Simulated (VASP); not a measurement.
Output of a VASP run:

OSZICAR:
```
       N       E                     dE             d eps       ncg     rms          rms(c)
DAV:   1     0.436573980431E+02    0.43657E+02   -0.57748E+03  2320   0.108E+03
DAV:   2    -0.256565625042E+01   -0.46223E+02   -0.43369E+02  2230   0.197E+02
DAV:   3    -0.296050690907E+01   -0.39485E+00   -0.39446E+00  2570   0.195E+01
DAV:   4    -0.296156097701E+01   -0.10541E-02   -0.10540E-02  2459   0.108E+00
DAV:   5    -0.296156794275E+01   -0.69657E-05   -0.69651E-05  2460   0.845E-02    0.744E+00
DAV:   6    -0.274938623106E+01    0.21218E+00   -0.73319E-01  2227   0.834E+00    0.499E+00
DAV:   7    -0.273671893489E+01    0.12667E-01   -0.55261E-02  2301   0.229E+00    0.254E+00
DAV:   8    -0.273542693434E+01    0.12920E-02   -0.10853E-03  2292   0.333E-01    0.177E-01
DAV:   9    -0.273542126025E+01    0.56741E-05   -0.97850E-06  2483   0.318E-02    0.154E-02
DAV:  10    -0.273543053739E+01   -0.92771E-05   -0.64411E-06  2365   0.341E-02    0.317E-03
DAV:  11    -0.273543041231E+01    0.12508E-06   -0.82724E-08  2056   0.273E-03    0.396E-04
DAV:  12    -0.273543035642E+01    0.55887E-07   -0.57311E-09  1171   0.910E-04
   1 F= -.27354304E+01 E0= -.27352942E+01  d E =-.408582E-03
```

OUTCAR:
```
------------------------ aborting loop because EDIFF is reached ----------------------------------------
  FORCE on cell =-STRESS in cart. coord.  units (eV):
  Direction    XX          YY          ZZ          XY          YZ          ZX
  --------------------------------------------------------------------------------------
  Total       -0.0118498     -0.0118498     -0.0118498     -0.0000000     -0.0000000      0.0000000
  in kB       -1.0367479     -1.0367479     -1.0367479     -0.0000000     -0.0000000      0.0000000
  external PRESSURE =      -1.0367479 kB  Pullay stress =       0.0000000 kB
  volume of cell :       18.31
      direct lattice vectors                 reciprocal lattice vectors
     0.000000000  2.092051875  2.092051875    -0.238999810  0.238999810  0.238999810
     2.092051875  0.000000000  2.092051875     0.238999810 -0.238999810  0.238999810
     2.092051875  2.092051875  0.000000000     0.238999810  0.238999810 -0.238999810
 POSITION                                       TOTAL-FORCE (eV/Angst)
 -----------------------------------------------------------------------------------
      0.00000      0.00000      0.00000         0.000000      0.000000     -0.000000
 -----------------------------------------------------------------------------------
    total drift:                               -0.000000      0.000000      0.000000
  FREE ENERGIE OF THE ION-ELECTRON SYSTEM (eV)
  ---------------------------------------------------
  free  energy   TOTEN  =        -2.7354303564 eV

  energy  without entropy=       -2.7350217743  energy(sigma->0) =       -2.73529416
```
(Selected blocks of OUTCAR.)

**POSCAR**
```
Au
1
    0.0000000000     2.0920518750     2.0920518750
    2.0920518750     0.0000000000     2.0920518750
    2.0920518750     2.0920518750     0.0000000000
Au
1
Direct
  0.0000000000   0.0000000000   0.0000000000
```

Question: Write an INCAR and KPOINTS that could have produced this output.

Answer: One answer among several that fit: the input of the run itself, revPBE GGA, plane waves, VASP's PBE PAW potentials (set 64).

File KPOINTS:
```
Automatic mesh
0
Gamma
15 15 15
0 0 0
```

INCAR:
```
# general
SYSTEM =Au
PREC   =Accurate
ENCUT  =520
LREAL  =.FALSE.
LASPH  =.TRUE.

# electronic loop
EDIFF  =1E-7
NELM   =100
ALGO   =Normal
LMAXMIX=6

# smearing
ISMEAR =1
SIGMA  =0.1

# functional
GGA    =RE

# ions
ISIF   =2

# output
LWAVE  =.FALSE.
LCHARG =.FALSE.
```

POTCAR, in this order: Au (PBE.64 set). Program: vasp_std.

The compound is Au in the fcc structure. It was relaxed first, which changed the volume by +8 %.
